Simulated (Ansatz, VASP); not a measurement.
# Cross-check of SiGe2 between VASP and Ansatz, part 2 of 2

One calculation is typed for both programs; each brings its own data sets and cutoff. How far apart do they land? The cell is generated by rule, not measured, and may not be a known phase. The cell is taken from a series of VASP runs on this material, whose earlier steps may have relaxed, scaled or displaced it; both programs get it as it stands.

VASP 6.6.1 and Ansatz 0.2.0.

So far. Step 2 (VASP: band structure, PBEsol, spin-orbit coupling): The run ends at a pressure of 35.92 GPa.

The structure was built from a prototype and need not be the compound's stable phase.

### Step 3. Ansatz: band structure, PBEsol, spin-orbit coupling

Level of this step: Ansatz beside VASP: Kohn-Sham DFT, plane waves, PBEsol, spin-orbit coupling (Ansatz).

Ansatz runs on its fully relativistic PAW (standard-fr) files.

The same cell, functional, mesh and smearing now go to Ansatz, which takes its cutoff from its data sets.

File input.yaml:

```yaml
crystal:
  lattice:
    - [0.0, 2.78306, 2.78306]
    - [2.78306, 0.0, 2.78306]
    - [2.78306, 2.78306, 0.0]
  atoms:
    - { symbol: Si, position: [0.0, 0.0, 0.0] }
    - { symbol: Ge, position: [0.25, 0.25, 0.25] }
    - { symbol: Ge, position: [0.75, 0.75, 0.75] }
hamiltonian:
  xc: pbesol
  pseudopotentials: { kind: paw_fr }
magnetization:
  noncollinear: true
  spin_orbit: true
kpoints:
  mp_grid: { grid: [8, 8, 8] }
  band_path:
    path:
      - [0.0, 0.0, 0.0]
      - [0.16667, 0.0, 0.16667]
      - [0.33333, 0.0, 0.33333]
      - [0.5, 0.0, 0.5]
      - [0.5, 0.08333, 0.58333]
      - [0.5, 0.18333, 0.68333]
      - [0.5, 0.25, 0.75]
      - [0.45, 0.3, 0.75]
      - [0.40833, 0.34167, 0.75]
      - [0.35, 0.35, 0.7]
      - [0.225, 0.225, 0.45]
      - [0.075, 0.075, 0.15]
      - [0.03333, 0.03333, 0.03333]
      - [0.23333, 0.23333, 0.23333]
      - [0.4, 0.4, 0.4]
      - [0.51667, 0.46667, 0.51667]
      - [0.55833, 0.38333, 0.55833]
      - [0.60833, 0.28333, 0.60833]
      - [0.60833, 0.25, 0.64167]
      - [0.55833, 0.25, 0.69167]
      - [0.51667, 0.25, 0.73333]
      - [0.5, 0.3, 0.7]
      - [0.5, 0.38333, 0.61667]
      - [0.5, 0.48333, 0.51667]
      - [0.475, 0.475, 0.55]
      - [0.425, 0.425, 0.65]
      - [0.38333, 0.38333, 0.73333]
      - [0.59167, 0.18333, 0.59167]
      - [0.55, 0.1, 0.55]
      - [0.5, 0.0, 0.5]
    npoints: 1
scf:
  occupations: { method: gaussian, width: 0.02 }
  n_extra_bands: 14
output:
  forces: true
  stress: true
  eigenvalues: true
```

On the command line:

```bash
> ansatz run input.yaml --threads 2 --pin off --max-ram 4608MiB --backend cpu --events-out ev --progress --plain --runs-dir out
```

Numbers of over 12 decimals in the logs are rounded to 6 here.

The program printed:

```text
scf.n_extra_bands = 14 over 32 filled bands (N_el = 32.0): the run solves 46 bands
Engine: ansatz 0.2.0, aarch64-unknown-linux-gnu
Pseudopotentials: kind: paw_fr
Pseudopotential: Si, paw_fr, valence charge 4, recommended cutoff 420 eV (normal), Si.paw.azcp#standard-fr
Pseudopotential: Ge, paw_fr, valence charge 14, recommended cutoff 420 eV (normal), Ge.paw.azcp#standard-fr
Functional definition: PBEsol
  exchange = pbesol_x
  correlation = pbesol_c
non-collinear run that drives no moment, with spin-orbit: no starting moment large enough to seed its density (crystal.atoms[].spin), no starting occupations that ask for one, no magnetisation constraint and no magnetic field, so the semilocal B_xc is pinned to zero
Crystal: 3 atoms, lattice volume = 43.112 Å³
Basis set: ecut = 420 eV, 869 PW (Γ), exchange–correlation on 54×54×54 points (8 copies of the dense FFT grid, shifted against one another)
Bands: 46, of which v1, the nominal top of the filled ones, is band 32 counted from 1 (31 counted from 0)
Symmetry: 48 space group operations + 48 with time reversal
Magnetic group: BNS 225.117 (UNI 1619), of the structure as read, at distance tolerance 3.5e-5 Å
k-points: 29 of 512
Projection manifold: j_resolved (fully-relativistic pseudo-atomic orbitals)
Non-local potential: Si, projectors of the file, l = 0: 2, l = 1: 4, l = 2: 4
Non-local potential: Ge, projectors of the file, l = 0: 2, l = 1: 4, l = 2: 6, l = 3: 2
PAW form: soft (Blöchl's): semilocal exchange-correlation on the pseudo side does not see the compensation charge
PAW frozen core: Si, regenerated for the run's functional, and the local potential with it (the file was generated under x = pbe(κ = 0.804, μ = 0.219515), c = pbe(β = 0.066725))
PAW frozen core: Ge, regenerated for the run's functional, and the local potential with it (the file was generated under x = pbe(κ = 0.804, μ = 0.219515), c = pbe(β = 0.066725))
PAW one-centre angular grid: Si, 110 points (default); XC on 64 Gauss nodes
PAW one-centre angular grid: Ge, 590 points (default); XC on 64 Gauss nodes
Initial density: superposition of atomic densities (chi_scale 0.1, normalization cell, long waves kept (reshape's long-wave potential 0.00 eV rms))
Initial wavefunctions: pseudopotential atomic-orbital guess
Functional: x = pbesol(κ = 0.804, μ = 0.123457), c = pbesol(β = 0.046)
SCF iter   1: F=—  HF=-9126.675168 eV  |F-HF|=—  |Δ(HF+E_count)|=         —  Δρ=3.51e-2  dr2=5.93e-1  dr2_m=0.00e0 (ungated)  ethr=3.10e-3  |M|=0.00e0 ∫|m|=0.00e0 μB  |m|>n=0.0e0 m-floor=0.0e0 τ_xc=0.0e0  β_m=0.30  ⟨swp⟩=5.8  Hψ=3250  notcnv=0  defer=40
preconditioner: auto → Kerker (q_TF=auto, 2.596 Å⁻¹)  [metal: Δε(μ)=0.016 eV  Ē_g=23.063 eV  σ=0.020 eV  W_gap=0.39  n_scr=14 (ndim 8)  ℏωp=32.0 eV  f_vac=0.000  D(μ)=1.02/eV (n_scr^D=8)]
spin=Noncollinear: Kerker preconditioning applied to the charge; magnetization (m_x, m_y, m_z) channels mix plain (no charge-response kernel on spin).
SCF iter   2: F=—  HF=-9126.601209 eV  |F-HF|=—  |Δ(HF+E_count)|=   7.40e-2  Δρ=2.75e-2  dr2=3.74e-1  dr2_m=0.00e0 (ungated)  ethr=1.85e-3  |M|=0.00e0 ∫|m|=0.00e0 μB  |m|>n=0.0e0 m-floor=0.0e0 τ_xc=0.0e0  β_m=0.65  ⟨swp⟩=1.3  Hψ=798  notcnv=0  defer=128
SCF iter   3: F=—  HF=-9126.491406 eV  |F-HF|=—  |Δ(HF+E_count)|=   1.10e-1  Δρ=4.25e-3  dr2=1.34e-2  dr2_m=0.00e0 (ungated)  ethr=1.17e-3  |M|=0.00e0 ∫|m|=0.00e0 μB  |m|>n=0.0e0 m-floor=0.0e0 τ_xc=0.0e0  β_m=0.82  ⟨swp⟩=2.0  Hψ=810  notcnv=0  defer=186
SCF iter   4: F=—  HF=-9126.488769 eV  |F-HF|=—  |Δ(HF+E_count)|=   2.64e-3  Δρ=1.92e-3  dr2=2.10e-3  dr2_m=0.00e0 (ungated)  ethr=4.20e-5  |M|=0.00e0 ∫|m|=0.00e0 μB  |m|>n=0.0e0 m-floor=0.0e0 τ_xc=0.0e0  β_m=0.91  ⟨swp⟩=2.0  Hψ=1128  notcnv=0  defer=226
SCF iter   5: F=—  HF=-9126.488899 eV  |F-HF|=—  |Δ(HF+E_count)|=   1.30e-4  Δρ=1.65e-3  dr2=1.07e-3  dr2_m=0.00e0 (ungated)  ethr=6.57e-6  |M|=0.00e0 ∫|m|=0.00e0 μB  |m|>n=0.0e0 m-floor=0.0e0 τ_xc=0.0e0  β_m=0.74  ⟨swp⟩=2.0  Hψ=1108  notcnv=0  defer=226
SCF iter   6: F=—  HF=-9126.487858 eV  |F-HF|=—  |Δ(HF+E_count)|=   1.04e-3  Δρ=3.01e-4  dr2=3.99e-5  dr2_m=0.00e0 (ungated)  ethr=3.34e-6  |M|=0.00e0 ∫|m|=0.00e0 μB  |m|>n=0.0e0 m-floor=0.0e0 τ_xc=0.0e0  β_m=0.87  ⟨swp⟩=2.0  Hψ=1107  notcnv=0  defer=226
SCF iter   7: F=—  HF=-9126.487878 eV  |F-HF|=—  |Δ(HF+E_count)|=   1.98e-5  Δρ=7.52e-5  dr2=1.50e-6  dr2_m=0.00e0 (ungated)  ethr=1.25e-7  |M|=0.00e0 ∫|m|=0.00e0 μB  |m|>n=0.0e0 m-floor=0.0e0 τ_xc=0.0e0  β_m=0.94  ⟨swp⟩=2.0  Hψ=1096  notcnv=0  defer=226
SCF iter   8: F=-9126.487878 eV  HF=-9126.487878 eV  |F-HF|=2.04e-8  |Δ(HF+E_count)|=   2.14e-7  Δρ=1.11e-5  dr2=3.75e-8  dr2_m=0.00e0 (ungated)  ethr=3.13e-10  |M|=0.00e0 ∫|m|=0.00e0 μB  |m|>n=0.0e0 m-floor=0.0e0 τ_xc=0.0e0  ⟨swp⟩=8.7  Hψ=3415  notcnv=0
SCF 1 converged in 8 iterations: F = -9126.487878 eV  dr2 = 3.75e-8
  greatest PAW one-centre occupation: 0.998 electrons in one spin orbital (limit 2), on the Ge atom at site 2 (counted from 0), in its partial waves of l = 2
NSCF: frozen V_eff on 30 k-points
SCF converged after 8 iterations
Magnetization: |M| = 0.0000 μB,  M = (+0.0000, +0.0000, +0.0000) μB
Absolute magnetization: 0.0000 μB (∫|m|)
  site 0: m = (+0.0000, +0.0000, +0.0000) μB, |m| = 0.0000 μB  (R = 0.99 Å)
  site 1: m = (+0.0000, +0.0000, +0.0000) μB, |m| = 0.0000 μB  (R = 0.99 Å)
  site 2: m = (+0.0000, +0.0000, +0.0000) μB, |m| = 0.0000 μB  (R = 0.99 Å)
Free energy (F): -9126.487878 eV
Harris-Foulkes:  -9126.487878 eV  (|F-HF|=2.04e-8)
Internal energy: -9126.487621 eV  (E = F + TS)
E sigma→0 (E₀):  -9126.487750 eV
Entropy (-TS):   -0.000257 eV (-0.086 meV/atom)
Fermi energy:    13.935312 eV
--- Per-component energies (eV) ---
  E_band       = -129.654160
  E_kinetic    = 278.514568
  E_local      = -4338.197690  (includes V_loc(G=0)·N_el)
  E_nonlocal   = 866.519225
  E_hartree    = 1936.620990
  E_xc         = -212.781850
  E_vxc        = -186.733007  (∫ρ·V_xc dr)
  E_paw        = -4454.457447  (= ΣΔE_a)
  E_vpaw       = -623.011477  (= ΣTr[D̂ρ^β])
  E_aug_tail   = 0.000571  (compensation charges beyond the density's cutoff)
  E_ewald      = -3204.579870
  E_core_change = 1.873881  (= ΣΔE_core)
  E_smearing   = -0.000257  (= −TS)
  E_closure    = -0.000000  (closes the sum)
  Σ components = -9126.487878   (vs F -9126.487878, Δ=0.00e0)
--- Forces (eV/Å), atoms counted from 1 ---
  atom   1  Si     0.00000000    -0.00000000     0.00000000
  atom   2  Ge    -0.00000000    -0.00000000     0.00000000
  atom   3  Ge    -0.00000000     0.00000000    -0.00000000
  max |Σ_I F_I| component: 9.25e-18 eV/Å
--- Stress (GPa, compression-positive) ---
       36.349517       0.000000      -0.000000
       -0.000000      36.349517      -0.000000
       -0.000000       0.000000      36.349517
  P = ⅓ Tr σ = 36.3495 GPa (363.495 kbar)
--- Band table (eV; the first three rows and the last of 29) ---
  k-point 0: bands = [... 28 lower, 11.4915, 11.4915, 12.4303, 12.4303, 12.5071, 12.5071, 12.5071, 12.5071, ... 10 higher]
  k-point 1: bands = [... 28 lower, 11.5032, 11.5032, 12.8956, 12.8956, 12.9949, 12.9949, 13.8243, 13.8243, ... 10 higher]
  k-point 2: bands = [... 28 lower, 10.9245, 10.9245, 13.0330, 13.0330, 13.1659, 13.1659, 14.8507, 14.8507, ... 10 higher]
  k-point 28: bands = [... 28 lower, 12.9460, 12.9460, 12.9531, 12.9531, 15.8379, 15.8379, 15.9198, 15.9198, ... 10 higher]
```

Wall time 18 s (2 threads of Arm Neoverse N1, shared host); peak memory 0.46 GiB; 35 s of CPU time.

The column dr2 measures how far the density is from self-consistency, as an energy; F and HF (Harris–Foulkes) agree once it is small.

### Step 4. Side by side

Known differences besides the potentials themselves: spin-orbit coupling enters by fully relativistic files in Ansatz and inside the spheres in VASP; the cutoff is 420 eV in Ansatz and 410 eV in VASP; Ansatz makes its cores anew for this functional, VASP keeps those of its PBE data sets. Total energies have different zeros and are not compared.

The two programs side by side:

```csv
quantity,Ansatz,VASP,difference
pressure (GPa),36.35,35.92,+0.43
```

Levels from 3 eV below to 2 eV above the Fermi level differ by 4 meV r.m.s. and 16 meV at most; each VASP level is matched to the nearest of Ansatz, which flatters the figure a little.

### Step 5. Summary of results

| Quantity | Value |
| --- | --- |
| r.m.s. difference of levels near the Fermi level (band structure, PBEsol, spin-orbit coupling) | 4.0 meV |

**Reading.** The r.m.s. difference of levels near the Fermi level is 4.0 meV (band structure, PBEsol, spin-orbit coupling), within the 80 meV picked in this series as the mark of a large difference. 1 further run of this series is not shown here. How closely two codes agree says nothing of how well the functional describes the real material.

[Lines on the potential files, build, host, timing and source positions are cut from VASP's logs without a mark.]

[Logs are printed without paths, hosts, clocks, repeated set-up lines and the standing remarks that a program may print on its own settings, such as how far it seeks lower states.]

[Hosts, paths, dates, database ids (printed as entryN), source tags and the programs' standing remarks are cut or masked in the printed files.]
